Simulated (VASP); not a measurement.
An input for Quantum ESPRESSO's pw.x (written as the equivalent of a VASP run, and not itself run):

```
&CONTROL
  calculation = 'scf'
  pseudo_dir = './pseudo'
  outdir = './out'
  tprnfor = .true.
  tstress = .true.
/
&SYSTEM
  ibrav = 0
  nat = 2
  ntyp = 2
  ecutwfc = 84
  occupations = 'smearing'
  smearing = 'gaussian'
  degauss = 0.000735
  input_dft = 'pbesol'
/
&ELECTRONS
  conv_thr = 7.3e-08
  electron_maxstep = 100
/
ATOMIC_SPECIES
  B 10.810 B.upf
  N 14.007 N.upf
CELL_PARAMETERS angstrom
     0.0000000    3.4254090    2.1227680
     1.2265970    0.0000000    2.1227680
     1.2265970    3.4254090    0.0000000
ATOMIC_POSITIONS crystal
  B    0.0094520 -0.0126720  0.9915600
  N    0.6572480  0.6793720  0.3417400
K_POINTS automatic
  13 13 13 0 0 0
```

Translate this input to VASP (INCAR, KPOINTS, POSCAR, choice of POTCAR).

This is not unique; one that fits is 
File POSCAR:
```
BN
1
    0.0000000000     3.4254090000     2.1227680000
    1.2265970000     0.0000000000     2.1227680000
    1.2265970000     3.4254090000     0.0000000000
B N
1 1
Direct
  0.0094520000  -0.0126720000   0.9915600000
  0.6572480000   0.6793720000   0.3417400000
```

### INCAR
```
ALGO = Normal
EDIFF = 1E-6
ENCUT = 400
GGA = PS
ISIF = 2
ISMEAR = 0
LASPH = .True.
LCHARG = .False.
LREAL = .False.
LWAVE = .False.
NELM = 100
PREC = Accurate
SIGMA = 0.01
SYSTEM = BN
```

**KPOINTS**
```
kpoints
0
gamma
  13 13 13
0 0 0
```

POTCAR, in this order: B N (PBE.64 set). Program: vasp_std.

Limits of the translation: the potentials are each code's own (VASP's PAW set, PseudoDojo norm-conserving files in pw.x), so ENCUT and ecutwfc are chosen apart and not converted; conv_thr bounds pw.x's estimated SCF error, while EDIFF bounds the energy change between steps.

The structure comes from a computed database's BN entry; how it stands against other phases isn't given here. The cell was not relaxed at this level, atoms are displaced from their ideal sites, and its volume differs by -5.9 % from the start's.
